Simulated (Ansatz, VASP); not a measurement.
## One calculation of YPb3, two programs

```
CELL_PARAMETERS angstrom
4.86245 0.00000 0.00000
0.00000 4.86245 0.00000
0.00000 0.00000 4.86245
ATOMIC_POSITIONS crystal
Y 0.00000 0.00000 0.00000
Pb 0.50000 0.50000 0.00000
Pb 0.50000 0.00000 0.50000
Pb 0.00000 0.50000 0.50000
```

The cell comes from a database or a generator and needn't be the stable form of this composition.

Alike in both runs: task single point; functional LDA; k mesh 8 × 8 × 8; occupations fermi-dirac, width 0.08 eV; no spin polarisation.

|  | VASP | Ansatz |
| --- | --- | --- |
| version | VASP 6.6.1 | Ansatz 0.2.0 |
| potentials or method | VASP PAW LDA potentials, release 64 (Y_sv, Pb_d), cutoff 520 eV | all-electron LAPW, scalar-relativistic |

```csv
,VASP,Ansatz,Ansatz less VASP
pressure (GPa),-3.5,-3.5,-0.03
```

Ansatz ran all-electron here, so the differences hold the error of VASP's frozen core and of both bases.

Spin-orbit coupling is left out, which matters for the levels of Pb.
